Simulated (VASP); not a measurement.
Output of a VASP run:

**OSZICAR**
```
       N       E                     dE             d eps       ncg     rms          rms(c)
DAV:   1     0.704123791417E+02    0.70412E+02   -0.86475E+03   524   0.861E+02
DAV:   2    -0.120654234798E+02   -0.82478E+02   -0.80814E+02   510   0.238E+02
DAV:   3    -0.136538327293E+02   -0.15884E+01   -0.15809E+01   492   0.346E+01
DAV:   4    -0.136753518767E+02   -0.21519E-01   -0.21515E-01   552   0.363E+00
DAV:   5    -0.136757845922E+02   -0.43272E-03   -0.43271E-03   506   0.416E-01    0.936E+00
DAV:   6    -0.135381226529E+02    0.13766E+00   -0.23509E-01   462   0.478E+00    0.501E+00
DAV:   7    -0.135038572669E+02    0.34265E-01   -0.12076E-01   450   0.232E+00    0.207E+00
DAV:   8    -0.134912606494E+02    0.12597E-01   -0.55840E-02   450   0.243E+00    0.851E-01
DAV:   9    -0.134907878077E+02    0.47284E-03   -0.18546E-03   474   0.364E-01    0.404E-01
DAV:  10    -0.134906346721E+02    0.15314E-03   -0.61324E-04   462   0.252E-01    0.986E-02
DAV:  11    -0.134906313169E+02    0.33551E-05   -0.15197E-05   518   0.334E-02    0.209E-02
DAV:  12    -0.134906314773E+02   -0.16040E-06   -0.87898E-07   294   0.837E-03
   1 F= -.13490631E+02 E0= -.13481547E+02  d E =-.181683E-01
```

File OUTCAR:
```
------------------------ aborting loop because EDIFF is reached ----------------------------------------
  FORCE on cell =-STRESS in cart. coord.  units (eV):
  Direction    XX          YY          ZZ          XY          YZ          ZX
  --------------------------------------------------------------------------------------
  Total       -2.9793738     -2.9793740     -4.1815741      0.0000005     -0.0000000      0.0000000
  in kB     -114.5819040   -114.5819137   -160.8165877      0.0000180     -0.0000000      0.0000000
  external PRESSURE =    -129.9934684 kB  Pullay stress =       0.0000000 kB
  volume of cell :       41.66
      direct lattice vectors                 reciprocal lattice vectors
     3.666517000  0.000000000  0.000000000     0.272738405  0.157465628  0.000000000
    -1.833259000  3.175297000  0.000000000     0.000000000  0.314931170  0.000000000
     0.000000000  0.000000000  3.578339000     0.000000000  0.000000000  0.279459269
 POSITION                                       TOTAL-FORCE (eV/Angst)
 -----------------------------------------------------------------------------------
      0.00000      0.00000      0.00000         0.000000     -0.000000      0.000000
      1.83326      1.05843      1.78917        -0.000000      0.000000      0.000000
 -----------------------------------------------------------------------------------
    total drift:                               -0.000402      0.000223      0.000000
  FREE ENERGIE OF THE ION-ELECTRON SYSTEM (eV)
  ---------------------------------------------------
  free  energy   TOTEN  =       -13.4906314773 eV

  energy  without entropy=      -13.4724631495  energy(sigma->0) =      -13.48154731
```
(Selected blocks of OUTCAR.)

POSCAR:
```
TeRu
1
    3.6665170000     0.0000000000     0.0000000000
   -1.8332590000     3.1752970000     0.0000000000
    0.0000000000     0.0000000000     3.5783390000
Ru Te
1 1
Direct
  0.0000000000   0.0000000000   0.0000000000
  0.6666670000   0.3333330000   0.5000000000
```

Q: Write an INCAR and KPOINTS that could have produced this output.

A: This is not unique; one that fits is the input of the run itself, LDA (Ceperley-Alder, Perdew-Zunger), plane waves, VASP's LDA PAW potentials (set 64).

File KPOINTS:
```
Automatic mesh
0
Gamma
5 5 5
0 0 0
```

**INCAR**
```
! general
SYSTEM =TeRu
PREC   =Accurate
ENCUT  =300
LREAL  =F
LASPH  =T   ! aspherical one-centre terms

! electronic loop
EDIFF  =1E-6
NELM   =100
ALGO   =Normal   ! blocked Davidson
LMAXMIX=4   ! l cut-off of mixed one-centre charges

! smearing
ISMEAR =0   ! Gaussian
SIGMA  =0.1

! ions
ISIF   =2

! output
LWAVE  =F
LCHARG =F
```

POTCAR, in this order: Ru_pv Te (LDA.64 set). Program: vasp_std.

At this cut-off the stress carries a Pulay error, which pulls relaxed volumes low.

The structure was generated: TeRu was put into an ordered model structure, which need not be its known phase. The cell was not relaxed at this level. The k-mesh is coarse (spacing up to 0.40 per Å, 2π included), so the numbers may not be converged in it. The run is one of a series of settings (GGA removed, POTCAR Ru_pv Te (LDA.64 set) against the base run), some of them coarse on purpose.
